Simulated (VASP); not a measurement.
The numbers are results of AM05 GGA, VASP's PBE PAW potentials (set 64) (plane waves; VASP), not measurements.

VASP ran on this input.

**POSCAR**
```
InP
1
   -0.0000000000     2.9434968993     2.9434968993
    2.9434968993     0.0000000000     2.9434968993
    2.9434968993     2.9434968993     0.0000000000
In P
1 1
Direct
  0.0000000000   0.0000000000   0.0000000000
  0.2500000000   0.2500000000   0.2500000000
```

### INCAR
```
SYSTEM = InP
PREC = Accurate; ENCUT = 520; LREAL = .FALSE.
LASPH = .TRUE.
EDIFF = 1E-7; NELM = 100; ALGO = Normal
LMAXMIX = 4
ISMEAR = -5
GGA = AM
ISIF = 2
LWAVE = .FALSE.; LCHARG = .TRUE.; LORBIT = 11
NEDOS = 601
```

File KPOINTS:
```
Automatic mesh
0
Gamma
9 9 9
0 0 0
```

POTCAR, in this order: In_d P (PBE.64 set). Program: vasp_std.

The run wrote:

**OSZICAR**
```
       N       E                     dE             d eps       ncg     rms          rms(c)
DAV:   1     0.114135528462E+03    0.11414E+03   -0.86902E+03   915   0.153E+03
DAV:   2    -0.367420834916E+00   -0.11450E+03   -0.11134E+03   950   0.330E+02
DAV:   3    -0.881148629288E+01   -0.84441E+01   -0.83806E+01  1170   0.931E+01
DAV:   4    -0.903784904455E+01   -0.22636E+00   -0.22612E+00  1079   0.166E+01
DAV:   5    -0.904740216699E+01   -0.95531E-02   -0.95526E-02  1335   0.308E+00    0.543E+00
DAV:   6    -0.869202613818E+01    0.35538E+00   -0.67303E-01  1369   0.157E+01    0.327E+00
DAV:   7    -0.866309933069E+01    0.28927E-01   -0.17626E-01  1237   0.401E+00    0.112E+00
DAV:   8    -0.866301653581E+01    0.82795E-04   -0.16998E-02  1135   0.184E+00    0.362E-01
DAV:   9    -0.866403124060E+01   -0.10147E-02   -0.25877E-03  1100   0.671E-01    0.191E-01
DAV:  10    -0.866410499208E+01   -0.73751E-04   -0.23016E-04  1309   0.132E-01    0.133E-01
DAV:  11    -0.866418493503E+01   -0.79943E-04   -0.67961E-05  1000   0.658E-02    0.376E-02
DAV:  12    -0.866420353596E+01   -0.18601E-04   -0.52084E-05  1060   0.115E-01    0.236E-02
DAV:  13    -0.866420397339E+01   -0.43743E-06   -0.25967E-06  1122   0.164E-02    0.172E-02
DAV:  14    -0.866420442784E+01   -0.45445E-06   -0.14027E-06  1010   0.119E-02    0.572E-03
DAV:  15    -0.866420447494E+01   -0.47100E-07   -0.23378E-08   835   0.133E-03
   1 F= -.86642045E+01 E0= -.86642045E+01  d E =0.000000E+00
```

**OUTCAR**
```
------------------------ aborting loop because EDIFF is reached ----------------------------------------
  FORCE on cell =-STRESS in cart. coord.  units (eV):
  Direction    XX          YY          ZZ          XY          YZ          ZX
  --------------------------------------------------------------------------------------
  Total        0.0016258      0.0016258      0.0016258      0.0000000      0.0000000     -0.0000000
  in kB        0.0510691      0.0510691      0.0510691      0.0000000      0.0000000     -0.0000000
  external PRESSURE =       0.0510691 kB  Pullay stress =       0.0000000 kB
  volume of cell :       51.01
      direct lattice vectors                 reciprocal lattice vectors
     0.000000000  2.943496899  2.943496899    -0.169865985  0.169865985  0.169865985
     2.943496899  0.000000000  2.943496899     0.169865985 -0.169865985  0.169865985
     2.943496899  2.943496899  0.000000000     0.169865985  0.169865985 -0.169865985
  FREE ENERGIE OF THE ION-ELECTRON SYSTEM (eV)
  ---------------------------------------------------
  free  energy   TOTEN  =        -8.6642044749 eV

  energy  without entropy=       -8.6642044749  energy(sigma->0) =       -8.66420447

 total charge

# of ion       s       p       d       tot
------------------------------------------
    1        0.830   0.761   9.900  11.491
    2        1.027   1.477   0.000   2.503
--------------------------------------------------
tot          1.856   2.238   9.900  13.994
```
(Selected blocks of OUTCAR.)

The compound is InP in the zinc blende structure. It was relaxed first.
